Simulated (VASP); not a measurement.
Consider the following.

```
CELL_PARAMETERS angstrom
     -2.88381     2.88381     1.57344
      2.88381    -2.88381     1.57344
      2.88381     2.88381    -1.57344
ATOMIC_POSITIONS crystal
  In 0.75000 0.25000 0.50000
  In 0.00000 0.00000 0.00000
```

Method: PBE GGA, VASP's PBE PAW potentials (set 64) (plane waves; VASP 6.6.1). Run with 300 eV cut-off, 9×9×9 Γ-centred mesh, Fermi-Dirac smearing of 0.14 eV, potentials In_d.

At this cut-off the stress carries a Pulay error, which pulls relaxed volumes low.

**Question.** Give the stress tensor in GPa (positive for a compressed cell).

**Answer.** 
```
3.82  0.00  0.00
0.00  3.82  0.00
0.00  0.00  2.52
```
The pressure is its mean diagonal, 3.39 GPa.

The structure was generated: In was put into an ordered model structure, which need not be its known phase. The cell was not relaxed at this level.
